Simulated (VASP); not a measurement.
# Ba4Si (I-43m) in VASP: notebook

The runs below take Ba4Si through single point, relaxation of cell and atoms, with PBE.

Everything below comes from runs of VASP 6.6.1. Logs are shortened: lines on timing, memory, paths and dates and some standing lists are left out, and cuts for length are marked.

## 1. The cell of the first run

It takes space group I-43m (No. 217, cubic). Conventional cell: a = 7.905 Å, b = 7.905 Å, c = 7.905 Å, α = 90.00°, β = 90.00°, γ = 90.00°. Ba (site symmetry 3m) has 2 Si at 3.36 to 3.49 Å as nearest neighbours. Si (site symmetry -43m) has 8 Ba at 3.36 to 3.49 Å as nearest neighbours.

The cell was built by a generator and needn't be a form met in nature.

## 2. Single point, PBE (species swapped into the GeF4 type (I-43m, No. 217))

The input, INCAR:

```
  PREC = Accurate
  ENCUT = 520
  EDIFF = 1E-7
  ISMEAR = 0
  SIGMA = 0.1
  LREAL = F
  LASPH = T
  NELM = 100
  ALGO = Fast
  ISIF = 2
  LWAVE = F
  LCHARG = F
  GGA = PE
  NBANDS = 30
```

The input, KPOINTS:

```
regular mesh
0
Gamma
  4 4 4
```

The input, POSCAR:

```
Ba4Si
1.0
   -3.9523481048      3.9523481048      3.9523481048
    3.9523481048     -3.9523481048      3.9523481048
    3.9523481048      3.9523481048     -3.9523481048
Ba Si
4 1
Direct
    0.4905608526      0.4905608526      0.4905608526
    0.5094391474      0.0000000000      0.0000000000
    0.0000000000      0.0000000000      0.5094391474
    0.0000000000      0.5094391474      0.0000000000
    0.0000000000      0.0000000000      0.0000000000
```

Potentials or basis: VASP PAW PBE potentials, release 64 (Ba_sv, Si).

Command:

```sh
$ cat potpaw_PBE.64/Ba_sv/POTCAR potpaw_PBE.64/Si/POTCAR > POTCAR
$ mpirun -np 1 vasp_std > vasp.out
```

OUTCAR:

```text
PREC = Accurate
   ENCUT = 520
   EDIFF = 1E-7
   ISMEAR = 0
   LREAL = F
   LASPH = T
   NELM = 100
   ISIF = 2
   GGA = PE

 ion  position               nearest neighbor table
   1  0.491  0.491  0.491-   5 3.36   5 3.49   3 3.95   2 3.95   2 3.95   3 3.95   4 3.95   4 3.95

   2  0.509  0.000  0.000-   5 3.36   5 3.49   1 3.95   4 3.95   1 3.95   3 3.95   4 3.95   3 3.95

   3  0.000  0.000  0.509-   5 3.36   5 3.49   1 3.95   4 3.95   2 3.95   4 3.95   2 3.95   1 3.95

   4  0.000  0.509  0.000-   5 3.36   5 3.49   1 3.95   2 3.95   2 3.95   3 3.95   3 3.95   1 3.95

   5  0.000  0.000  0.000-   1 3.36   2 3.36   3 3.36   4 3.36   4 3.49   3 3.49   2 3.49   1 3.49

  LATTYP: Found a body centered cubic cell.
 ALAT       =     7.9046962096

  Lattice vectors:

 A1 = (  -3.9523481048,   3.9523481048,   3.9523481048)
 A2 = (   3.9523481048,  -3.9523481048,   3.9523481048)
 A3 = (   3.9523481048,   3.9523481048,  -3.9523481048)

Analysis of symmetry for initial positions (statically):
=====================================================================
 Subroutine PRICEL returns:
 Original cell was already a primitive cell.

 Routine SETGRP: Setting up the symmetry group for a
 body centered cubic supercell.

 Subroutine GETGRP returns: Found 24 space group operations
 (whereof 24 operations were pure point group operations)
 out of a pool of 48 trial point group operations.

The static configuration has the point symmetry T_d .

Analysis of symmetry for dynamics (positions and initial velocities):
=====================================================================
 Subroutine PRICEL returns:
 Original cell was already a primitive cell.

 Routine SETGRP: Setting up the symmetry group for a
 body centered cubic supercell.

 Subroutine GETGRP returns: Found 24 space group operations
 (whereof 24 operations were pure point group operations)
 out of a pool of 48 trial point group operations.

The dynamic configuration has the point symmetry T_d .

 Subroutine INISYM returns: Found 24 space group operations
 (whereof 24 operations are pure point group operations),
 and found     1 'primitive' translations

----------------------------------------------------------------------------------------

                                     Primitive cell

  volume of cell :     246.9594

  direct lattice vectors                    reciprocal lattice vectors
    -3.952348105  3.952348105  3.952348105     0.000000000  0.126507075  0.126507075
     3.952348105 -3.952348105  3.952348105     0.126507075  0.000000000  0.126507075
     3.952348105  3.952348105 -3.952348105     0.126507075  0.126507075  0.000000000

  length of vectors
     6.845667727  6.845667727  6.845667727     0.178908022  0.178908022  0.178908022

  position of ions in fractional coordinates (direct lattice)
     0.490560853  0.490560853  0.490560853
     0.509439147  0.000000000  0.000000000
     0.000000000  0.000000000  0.509439147
     0.000000000  0.509439147  0.000000000
     0.000000000  0.000000000  0.000000000

  ion indices of the primitive-cell ions
   primitive index   ion index
                 1           1
                 2           2
                 3           3
                 4           4
                 5           5

----------------------------------------------------------------------------------------

 KPOINTS: regular mesh

Automatic generation of k-mesh.
 Grid dimensions read from file:
 generate k-points for:    4    4    4

 Generating k-lattice:

  Cartesian coordinates                     Fractional coordinates (reciprocal lattice)
     0.000000000  0.031626769  0.031626769     0.250000000  0.000000000  0.000000000
     0.031626769  0.000000000  0.031626769     0.000000000  0.250000000  0.000000000
     0.031626769  0.031626769  0.000000000     0.000000000  0.000000000  0.250000000

  Length of vectors
     0.044727005  0.044727005  0.044727005

  Shift w.r.t. Gamma in fractional coordinates (k-lattice)
     0.000000000  0.000000000  0.000000000

 Subroutine IBZKPT returns following result:
 ===========================================

 Found      8 irreducible k-points:

 Following reciprocal coordinates:
            Coordinates               Weight
  0.000000  0.000000  0.000000      1.000000
  0.250000  0.000000  0.000000     12.000000
  0.500000  0.000000  0.000000      6.000000
  0.250000  0.250000  0.000000     24.000000
  0.250000  0.250000  0.250000      2.000000
 -0.250000  0.250000  0.250000      6.000000
  0.500000  0.500000  0.250000     12.000000
  0.500000  0.500000  0.500000      1.000000
   k-points           NKPTS =      8   k-points in BZ     NKDIM =      8   number of bands    NBANDS=     30
   number of dos      NEDOS =    301   number of ions     NIONS =      5
   total plane-waves  NPLWV = 157464
   dimension x,y,z NGX =    54 NGY =   54 NGZ =   54
   dimension x,y,z NGXF=   108 NGYF=  108 NGZF=  108
   ions per type =               4   1
   NGX,Y,Z   is equivalent  to a cutoff of  13.11, 13.11, 13.11 a.u.
   NGXF,Y,Z  is equivalent  to a cutoff of  26.23, 26.23, 26.23 a.u.
 SYSTEM =  unknown system
   PREC   = accura    normal or accurate (medium, high low for compatibility)
   ISTART =      0    job   : 0-new  1-cont  2-samecut
   ICHARG =      2    charge: 1-file 2-atom 10-const
   ISPIN  =      1    spin polarized calculation?
   LNONCOLLINEAR =      F non collinear calculations
   LSORBIT =      F    spin-orbit coupling
   LASPH  =      T    aspherical Exc in radial PAW
   ENCUT  =  520.0 eV  38.22 Ry    6.18 a.u.  12.73 12.73 12.73*2*pi/ulx,y,z
   NELM   =    100;   NELMIN=  2; NELMDL= -5     # of ELM steps
   EDIFF  = 0.1E-06   stopping-criterion for ELM
   LREAL  =      F    real-space projection
   EDIFFG = 0.1E-05   stopping-criterion for IOM
   NSW    =      0    number of steps for IOM
   IBRION =     -1    ionic relax: 0-MD 1-quasi-New 2-CG
   NFREE  =      0    steps in history (QN), initial steepest desc. (CG)
   ISIF   =      2    stress and relaxation
   ISYM   =      2    0-nonsym 1-usesym 2-fastsym
   POTIM  = 0.5000    time-step for ionic-motion
   TEBEG  =    0.0;   TEEND  =   0.0 temperature during run
   PSTRESS=    0.0 pullay stress
   NELECT =      44.0000    total number of electrons
   NUPDOWN=      -1.0000    fix difference up-down
   EMIN   =  10.00;   EMAX   =-10.00  energy-range for DOS
   EFERMI =   0.00;   METHOD = LEGACY
   ISMEAR =     0;   SIGMA  =   0.10  broadening in eV -4-tet -1-fermi 0-gaus
   EFERMI_NEDOS =   21; number of points for ismear=-14 and -15
   IALGO  =     68    algorithm
   IMIX   =      4    mixing-type and parameters
     AMIX     =   0.40;   BMIX     =  1.00
     AMIX_MAG =   1.60;   BMIX_MAG =  1.00
  volume/ion in A,a.u.               =      49.39       333.31
  Fermi-wavevector in a.u.,A,eV,Ry     =   0.921193  1.740802 11.545852  0.848596
  Thomas-Fermi vector in A             =   2.046582
   LORBIT       =      0    0 simple, 1 ext, 2 COOP (PROOUT), +10 PAW based schemes
   GGA     = PE    functional components
   LHFCALC =     F    Hartree Fock is set to
   AEXX    =    0.0000 exact exchange contribution
   IVDW    =     0    specifies the selected vdW correction
   LEPSILON=     F    determine dielectric tensor
   LRPA    =     F    only Hartree local field effects (RPA)
 non-spin polarized calculation
 RMM-DIIS sequential band-by-band and
 Gauss-broadening in eV      SIGMA  =   0.10
  energy-cutoff  :      520.00
  volume of cell :      246.96
 maximum number of plane-waves:      6699
 NGX is ok and might be reduce to    54
   NGX = 25   NGY = 25   NGZ = 25

 number of electron      44.0000001 magnetization

 Free energy of the ion-electron system (eV)
  ---------------------------------------------------
  ext. energy  EPLUGINS =         0.00000000
  ---------------------------------------------------
  free energy    TOTEN  =       -13.08979109 eV

  energy without entropy =      -13.05928306  energy(sigma->0) =      -13.07453708

 E-fermi :   2.2272     XC(G=0):  -7.8454

 val. band max:        2.2234579545   @ k =   0.2500   0.2500   0.2500
 cond. band min:       2.2613515204   @ k =   0.2500   0.0000   0.0000
 fundamental gap:      0.0378935659
 Fermi energy:         2.2272459725

 k-point     1 :       0.0000    0.0000    0.0000
  band No.  band energies     occupation
      1     -26.6334      2.00000
      2     -26.5153      2.00000
      3     -26.5153      2.00000
      4     -26.5153      2.00000
      5     -12.1565      2.00000
      6     -12.1565      2.00000
[... 22 lines left out ...]
     29       5.0858      0.00000
     30       5.0861      0.00000

 k-point     2 :       0.2500    0.0000    0.0000
  band No.  band energies     occupation
      1     -26.6161      2.00000
      2     -26.5325      2.00000
      3     -26.5158      2.00000
      4     -26.5157      2.00000
      5     -12.1377      2.00000
      6     -12.1351      2.00000
[... 22 lines left out ...]
     29       4.3017      0.00000
     30       4.4573      0.00000

 k-point     3 :       0.5000    0.0000    0.0000
  band No.  band energies     occupation
      1     -26.5743      2.00000
      2     -26.5741      2.00000
      3     -26.5162      2.00000
      4     -26.5161      2.00000
      5     -12.1338      2.00000
      6     -12.1290      2.00000
[... 22 lines left out ...]
     29       4.2935      0.00000
     30       4.7586      0.00000

 k-point     4 :       0.2500    0.2500    0.0000
  band No.  band energies     occupation
      1     -26.5865      2.00000
      2     -26.5450      2.00000
      3     -26.5449      2.00000
      4     -26.5044      2.00000
      5     -12.1031      2.00000
      6     -12.0477      2.00000
[... 22 lines left out ...]
     29       4.0174      0.00000
     30       4.3738      0.00000

 k-point     5 :       0.2500    0.2500    0.2500
  band No.  band energies     occupation
      1     -26.5456      2.00000
      2     -26.5453      2.00000
      3     -26.5453      2.00000
      4     -26.5453      2.00000
      5     -11.8598      2.00000
      6     -11.8598      2.00000
[... 22 lines left out ...]
     29       4.4973      0.00000
     30       4.4981      0.00000

 k-point     6 :      -0.2500    0.2500    0.2500
  band No.  band energies     occupation
      1     -26.6035      2.00000
      2     -26.5445      2.00000
      3     -26.5445      2.00000
      4     -26.4875      2.00000
      5     -12.2104      2.00000
      6     -12.1570      2.00000
[... 22 lines left out ...]
     29       3.8646      0.00000
     30       4.7344      0.00000

 k-point     7 :       0.5000    0.5000    0.2500
  band No.  band energies     occupation
      1     -26.5738      2.00000
      2     -26.5737      2.00000
      3     -26.5565      2.00000
      4     -26.4759      2.00000
      5     -12.2185      2.00000
      6     -12.1523      2.00000
[... 22 lines left out ...]
     29       3.8221      0.00000
     30       4.1394      0.00000

 k-point     8 :       0.5000    0.5000    0.5000
  band No.  band energies     occupation
      1     -26.5733      2.00000
      2     -26.5733      2.00000
      3     -26.5733      2.00000
      4     -26.4593      2.00000
      5     -12.2629      2.00000
      6     -12.2629      2.00000
[... 22 lines left out ...]
     29       4.2511      0.00000
     30       4.2511      0.00000

------------------------ aborting loop because EDIFF is reached ----------------------------------------

  FORCE on cell =-STRESS in cart. coord.  units (eV):
  Direction    XX          YY          ZZ          XY          YZ          ZX
  --------------------------------------------------------------------------------------
  -------------------------------------------------------------------------------------
  Total        0.4509002      0.4509002      0.4509002      0.0000000      0.0000000     -0.0000000
  in kB        2.9252666      2.9252666      2.9252666      0.0000000      0.0000000     -0.0000000
  external PRESSURE =       2.9252666 kB  Pullay stress =       0.0000000 kB

 VOLUME and BASIS-vectors are now :
 -----------------------------------------------------------------------------
  energy-cutoff  :      520.00
  volume of cell :      246.96
      direct lattice vectors                 reciprocal lattice vectors
    -3.952348105  3.952348105  3.952348105     0.000000000  0.126507075  0.126507075
     3.952348105 -3.952348105  3.952348105     0.126507075  0.000000000  0.126507075
     3.952348105  3.952348105 -3.952348105     0.126507075  0.126507075  0.000000000

 POSITION                                       TOTAL-FORCE (eV/Angst)
 -----------------------------------------------------------------------------------
      1.93887      1.93887      1.93887         0.007397      0.007397      0.007397
     -2.01348      2.01348      2.01348         0.007397     -0.007397     -0.007397
      2.01348      2.01348     -2.01348        -0.007397     -0.007397      0.007397
      2.01348     -2.01348      2.01348        -0.007397      0.007397     -0.007397
      0.00000      0.00000      0.00000         0.000000     -0.000000      0.000000
 -----------------------------------------------------------------------------------
    total drift:                               -0.000000     -0.000000     -0.000000

  FREE ENERGIE OF THE ION-ELECTRON SYSTEM (eV)
  ---------------------------------------------------
  free  energy   TOTEN  =       -13.0897910868 eV

  energy  without entropy=      -13.0592830634  energy(sigma->0) =      -13.07453708
```

Run time: 2.8 min. Hardware: 1 thread of Intel Xeon Platinum 8259CL at 2.50GHz (Skylake/Cascade Lake), shared host; peak memory 0.4 GiB.

What came out:

* Free energy: -13.0898 eV
* Pressure: 0.3 GPa
* Largest force: 0.013 eV/Å
* Band gap on the k mesh: none (metal or under the smearing width)

Forces in eV/Å, atoms in the order of the input:
```
Ba   0.007  0.007  0.007
Ba   0.007 -0.007 -0.007
Ba  -0.007 -0.007  0.007
Ba  -0.007  0.007 -0.007
Si   0.000  0.000  0.000
```

Spin-orbit coupling is left out, which matters for the levels of Ba.

## 3. Relaxation of cell and atoms, PBE (species swapped into the GeF4 type (I-43m, No. 217))

The input, INCAR:

```
PREC = Accurate ; ENCUT = 600
EDIFF = 1E-6 ; ISMEAR = 0
SIGMA = 0.1 ; LREAL = F
LASPH = T ; NELM = 100
ALGO = Normal ; ISIF = 3
LWAVE = F ; LCHARG = F
GGA = PE ; IBRION = 2
NSW = 90 ; EDIFFG = -0.04
```

KPOINTS is that of step 2.

The input, POSCAR:

```
Ba4Si
1.0
   -3.7169581200      3.7169581200      3.7169581200
    3.7169581200     -3.7169581200      3.7169581200
    3.7169581200      3.7169581200     -3.7169581200
Ba Si
4 1
Direct
    0.3495999900      0.3495999900      0.3495999900
    0.6504000100      0.0000000000      0.0000000000
    0.0000000000      0.0000000000      0.6504000100
    0.0000000000      0.6504000100      0.0000000000
    0.0000000000      0.0000000000      0.0000000000
```

Potentials or basis: VASP PAW PBE potentials, release 64 (Ba_sv, Si).

Command:

```sh
$ cat potpaw_PBE.64/Ba_sv/POTCAR potpaw_PBE.64/Si/POTCAR > POTCAR
$ mpirun -np 1 vasp_std > vasp.out
```

Run time: 18 min. Hardware: 1 thread of Intel Xeon Platinum 8259CL at 2.50GHz (Skylake/Cascade Lake), shared host; peak memory 0.43 GiB.

Results (log left out):

```yaml
Free_energy: -13.0876 eV
Relaxed_volume: 50.66 Å³/atom
Relaxed_cell: a = 6.904 Å, b = 6.904 Å, c = 6.904 Å, α = 109.47°, β = 109.47°, γ = 109.47°
Space_group_after_relaxing_to_0.05_Å: I-43m (No. 217)
Energy_gained_by_relaxing: 2419.8 meV/atom
Ionic_steps: 21
Pressure_after_relaxing: 0.0 GPa
Largest_force_after_relaxing: 0.032 eV/Å
Band_gap_on_the_k_mesh: none (metal or under the smearing width)
```

Forces on the atoms (eV/Å):
```
Ba   0.018  0.018  0.018
Ba   0.018 -0.018 -0.018
Ba  -0.018 -0.018  0.018
Ba  -0.018  0.018 -0.018
Si   0.000  0.000  0.000
```

Step by step:
| step | energy change (eV) | largest force (eV/Å) | pressure (GPa) | volume (Å³) |
| --- | --- | --- | --- | --- |
| 1 | 0.0000 | 10.3864 | 24.71 | 205.41 |
| 2 | -9.8564 | 0.5100 | -2.57 | 457.25 |
| 3 | -11.5382 | 0.2936 | -0.58 | 335.60 |
| 4 | -11.5404 | 0.3480 | -0.44 | 332.57 |
| 5 | -11.5387 | 0.4029 | -0.31 | 329.62 |
| 6 | -11.5757 | 0.4272 | -0.21 | 323.15 |
| 7 | -11.6695 | 0.5026 | 0.14 | 304.24 |
| 8 | -11.7500 | 0.6474 | 1.21 | 268.67 |
| 9 | -11.7712 | 0.6187 | 1.18 | 267.65 |
| 10 | -11.8286 | 0.5382 | 1.09 | 264.62 |
| 11 | -11.9181 | 0.4083 | 0.97 | 258.61 |
| 12 | -12.0201 | 0.2304 | 0.95 | 246.88 |
| 13 | -11.9449 | 0.0086 | 2.11 | 224.49 |
| 14 | -12.0337 | 0.1497 | 1.14 | 239.72 |
| 15 | -12.0774 | 0.1029 | 0.47 | 249.16 |
| 16 | -12.0869 | 0.0647 | -0.02 | 257.31 |
| 17 | -12.0870 | 0.0685 | 0.03 | 256.48 |
| 18 | -12.0878 | 0.0664 | 0.03 | 256.33 |
| 19 | -12.0899 | 0.0603 | 0.02 | 255.90 |
| 20 | -12.0937 | 0.0495 | 0.02 | 255.02 |
| 21 | -12.0990 | 0.0320 | 0.04 | 253.29 |

Final structure:
```
CELL_PARAMETERS angstrom
-3.98581 3.98581 3.98581
3.98581 -3.98581 3.98581
3.98581 3.98581 -3.98581
ATOMIC_POSITIONS crystal
Ba 0.47782 0.47782 0.47782
Ba 0.52218 0.00000 0.00000
Ba 0.00000 0.00000 0.52218
Ba 0.00000 0.52218 0.00000
Si 0.00000 0.00000 0.00000
```

Levels at points of the mesh, in eV from the Fermi level:
```csv
k point,band 20,band 21,band 22,band 23,band 24,band 25
"(0.00, 0.00, 0.00)",-0.89,0.02,0.02,0.02,0.21,0.21
"(0.50, 0.00, 0.00)",-0.73,-0.59,-0.43,0.55,0.56,0.76
"(0.50, 0.50, 0.50)",-2.00,-0.23,-0.23,-0.23,0.72,0.72
```

Caveat: the volume moved by over 15 % at a fixed basis, so the end points are rough. The run has no spin-orbit coupling, so splittings on Ba are missing.

## 4. Single point, PBE (species swapped into the GeF4 type (I-43m, No. 217))

The input, INCAR:

```
PREC = Accurate ; ENCUT = 520
EDIFF = 1E-6 ; ISMEAR = 0
SIGMA = 0.1 ; LREAL = F
LASPH = T ; NELM = 100
ALGO = Normal ; ISIF = 2
LWAVE = F ; LCHARG = T
GGA = PE ; LELF = T
LVHAR = T ; NBANDS = 30
```

KPOINTS is that of step 3.

POSCAR is that of step 3.

Command:

```sh
$ cat potpaw_PBE.64/Ba_sv/POTCAR potpaw_PBE.64/Si/POTCAR > POTCAR
$ mpirun -np 1 vasp_std > vasp.out
```

It took 51 s on 1 thread of Intel Xeon Platinum 8259CL at 2.50GHz (Skylake/Cascade Lake), shared host; peak memory 0.33 GiB.

It converged, with:

```
Free energy            : -0.9881 eV
Pressure               : 24.7 GPa
Largest force          : 10.387 eV/Å
Band gap on the k mesh : none (metal or under the smearing width)
```

Forces on the atoms (eV/Å):
```
Ba   5.997  5.997  5.997
Ba   5.997 -5.997 -5.997
Ba  -5.997 -5.997  5.997
Ba  -5.997  5.997 -5.997
Si   0.000  0.000  0.000
```

Levels at points of the mesh, in eV from the Fermi level:
```
           k point  band 19  band 20  band 21  band 22  band 23  band 24  band 25  band 26
(0.00, 0.00, 0.00)    -0.85    -0.85    -0.85    -0.27    -0.27     0.89     0.89     0.89
(0.50, 0.00, 0.00)    -1.71    -1.05    -0.47    -0.16    -0.05     0.51     0.72     0.91
(0.50, 0.50, 0.50)    -2.10    -2.10     0.44     0.44     0.87     0.87     0.87     1.21
```

Caveat: so large a pressure means that the cell lies far from this level's equilibrium, or that cutoff or potentials fall short; forces of over 1 eV/Å show positions far from the minimum, so gaps and moduli don't describe the material at rest. The run has no spin-orbit coupling, so splittings on Ba are missing.
